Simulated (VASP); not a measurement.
Calculation: PBE GGA, VASP's PBE PAW potentials (set 64) (plane waves; VASP 6.6.1).

Input for VASP

POSCAR:
```
Sb
1
    2.1635670000     1.2491360000     3.8061350000
   -2.1635670000     1.2491360000     3.8061350000
    0.0000000000    -2.4982720000     3.8061350000
Sb
2
Direct
  0.2682600000   0.2682600000   0.2682600000
  0.7317400000   0.7317400000   0.7317400000
```

**INCAR**
```
# general
SYSTEM =Sb
PREC   =Accurate
ENCUT  =300   # plane-wave cut-off (eV)
LREAL  =.FALSE.
LASPH  =.TRUE.

# electronic loop
EDIFF  =1E-6   # SCF stop (eV)
NELM   =100   # most electronic steps
ALGO   =Normal   # blocked Davidson
LMAXMIX=4

# smearing
ISMEAR =-1   # Fermi-Dirac
SIGMA  =0.136   # width (eV)

# functional
GGA    =PE   # PBE

# ions
ISIF   =2   # forces and stress, cell fixed

# output
LWAVE  =.FALSE.
LCHARG =.FALSE.
```

### KPOINTS_OPT
```
k-points along high-symmetry lines
8
Line-mode
Reciprocal
  0.000000   0.000000   0.000000 ! GAMMA
  0.500000   0.500000   0.500000 ! T

  0.500000   0.500000   0.500000 ! T
  0.761527   0.238473   0.500000 ! H_2

  0.500000  -0.238473   0.238473 ! H_0
  0.500000   0.000000   0.000000 ! L

  0.500000   0.000000   0.000000 ! L
  0.000000   0.000000   0.000000 ! GAMMA

  0.000000   0.000000   0.000000 ! GAMMA
  0.369236  -0.369236   0.000000 ! S_0

  0.630764   0.000000   0.369236 ! S_2
  0.500000   0.000000   0.500000 ! F

  0.500000   0.000000   0.500000 ! F
  0.000000   0.000000   0.000000 ! GAMMA
```

**KPOINTS**
```
Automatic mesh
0
Gamma
8 8 8
0 0 0
```

POTCAR, in this order: Sb (PBE.64 set). Program: vasp_std.

Q: What will the output report for the number of irreducible k-points (NKPTS), largest plane-wave count, number of space-group operations, FFT grid (NGX, NGY, NGZ)?

A: 
```json
{
  "number of irreducible k-points (NKPTS)": "65",
  "largest_plane_wave_count": "748",
  "number_of_space_group_operations": "12",
  "FFT grid (NGX, NGY, NGZ)": "28 × 28 × 28"
}
```

The structure comes from a computed database's Sb entry; how it stands against other phases isn't given here. The cell was not relaxed at this level.
